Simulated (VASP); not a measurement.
Here is the system:

```xyz
4
Lattice="3.3551 0.0000 0.0000 -1.6775 2.9056 0.0000 0.0000 0.0000 5.4944" Properties=species:S:1:pos:R:3 pbc="T T T"
In     3.3551     0.0000     5.4803
Ga     1.6775     0.9685     2.7243
N      1.6775     0.9685     0.8022
N      0.0000     0.0000     3.3094
```

Method: PBEsol GGA, VASP's PBE PAW potentials (set 64) (plane waves; VASP 6.6.1). Run with 520 eV cut-off, Gaussian smearing of 0.050 eV, potentials In_d Ga_d N.

Unless said otherwise, spin-orbit coupling is left out, though it shifts the bands of the heavy elements here.

Question: Predict the band gap (along the path) with the smallest direct gap where there is one.

Answer: 
The band gap (along the path) is 0.31 eV and the smallest direct gap (along the path) is 0.31 eV.

The absolute energy has meaning only against runs of the same code, potentials and settings.

The structure comes from a computed database's InGaN2 entry (P3m1); how it stands against other phases isn't given here. It was relaxed first.
